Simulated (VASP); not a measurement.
```yaml
crystal:
  lattice:
    - [1.86660, -3.23305, 0.00000]
    - [1.86660, 3.23305, 0.00000]
    - [0.00000, 0.00000, 5.93640]
  atoms:
    - { symbol: Zr, position: [0.00000, 0.00000, 0.00000] }
    - { symbol: S, position: [0.33333, 0.66667, 0.25000] }
    - { symbol: S, position: [0.66667, 0.33333, 0.75000] }
```

The base run (VASP): PBE GGA, plane waves, VASP's PBE PAW potentials (set 64). Run with 400 eV cut-off, 6×6×4 Γ-centred mesh, Gaussian smearing of 0.050 eV, potentials Zr_sv S.

One setting is varied; ΔE counts from the most expensive setting. The base run took about 10 core-seconds. Costs are core time on shared hosts, one run each; read them as rough ratios.

The pressure holds a Pulay error that falls with the cut-off, as the column shows.

| setting | cost over the base run | electronic steps | ΔE (meV/atom) | pressure (GPa) |
|---|---|---|---|---|
| ENCUT = 150 | ___ | ___ | ___ | ___ |
| ENCUT = 200 | within a factor of 2 | 13 | 44.1 | -12.57 |
| ENCUT = 250 | within a factor of 2 | 13 | 6.6 | -4.54 |
| ENCUT = 300 | within a factor of 2 | 13 | 1.8 | -3.93 |
| base run | reference | 13 | 0.3 | -3.67 |
| ENCUT = 500 | within a factor of 2 | 13 | 0.1 | -3.65 |
| ENCUT = 750 | about 3 times | 13 | 0.0 | -3.61 |

### Question
What belongs in the gaps?

### Answer

- ENCUT = 150, cost over the base run: about 1/3
- ENCUT = 150, electronic steps: 14
- ENCUT = 150, ΔE (meV/atom): 261.3
- ENCUT = 150, pressure (GPa): -63.09

Left out are runs that failed, have no time on record or changed the cell.

The compound is ZrS2 in the 1T layered structure. The cell was not relaxed at this level.
